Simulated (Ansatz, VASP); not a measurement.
## One calculation of TlGeH3, two programs

Contents of INCAR:

```
SYSTEM = TlGeH3
PREC = Accurate ; ENCUT = 520
EDIFF = 1E-7 ; ISMEAR = 0
SIGMA = 0.05 ; LREAL = .FALSE.
LASPH = .TRUE. ; NELM = 100
ALGO = Normal ; ISIF = 2
LWAVE = .FALSE. ; LCHARG = .TRUE.
GGA = PE ; LELF = .TRUE.
LVHAR = .TRUE. ; NBANDS = 23
```

The input KPOINTS:

```
regular mesh
0
G
  4 4 4
  0 0 0
```

File POSCAR:

```
TlGeH3
1.0
    4.1319177767      0.0000000000      0.0000000000
    0.0000000000      4.1319177767      0.0000000000
    0.0000000000      0.0000000000      4.1319177767
Tl Ge H
1 1 3
Direct
    0.0000000000      0.0000000000      0.0000000000
    0.5000000000      0.5000000000      0.5000000000
    0.5000000000      0.5000000000      0.0000000000
    0.5000000000      0.0000000000      0.5000000000
    0.0000000000      0.5000000000      0.5000000000
```

Input for Ansatz:

```yaml
crystal:
  lattice:
    - [4.1319177767, 0.0, 0.0]
    - [0.0, 4.1319177767, 0.0]
    - [0.0, 0.0, 4.1319177767]
  atoms:
    - { symbol: Tl, position: [0.0, 0.0, 0.0] }
    - { symbol: Ge, position: [0.5, 0.5, 0.5] }
    - { symbol: H, position: [0.5, 0.5, 0.0] }
    - { symbol: H, position: [0.5, 0.0, 0.5] }
    - { symbol: H, position: [0.0, 0.5, 0.5] }
basis:
  ecutwfc: 420
kpoints:
  mp_grid: { grid: [4, 4, 4] }
hamiltonian:
  xc: pbe
scf:
  occupations: { method: gaussian, width: 0.05 }
output:
  forces: true
  stress: true
  eigenvalues: true
```

The cell comes from a database or a generator and needn't be the stable form of this composition.

Alike in both runs: task single point; functional PBE; k mesh 4 × 4 × 4; occupations gaussian, width 0.05 eV; no spin polarisation.

|  | VASP | Ansatz |
| --- | --- | --- |
| version | VASP 6.6.1 | Ansatz 0.2.0 |
| potentials or method | VASP PAW PBE potentials, release 64 (Tl_d, Ge_d, H) | scalar-relativistic, plane waves, PAW |
| plane-wave cutoff (eV) | 520 | 420 |
| valence electrons in the cell | 30 | 30 |

VASP gave:

```
gap on the k mesh at the Fermi level (eV) : none
pressure (GPa)                            : -2.6
```

What did Ansatz give for the same quantities?

gap on the k mesh at the Fermi level (eV): none; pressure (GPa): -2.5.

A gap of «none» marks a metal or a gap that the smearing closes.

Caveats: the k mesh is coarse (spacing up to 0.38 Å⁻¹), so the values aren't converged. The runs have no spin-orbit coupling, so splittings on Tl are missing.
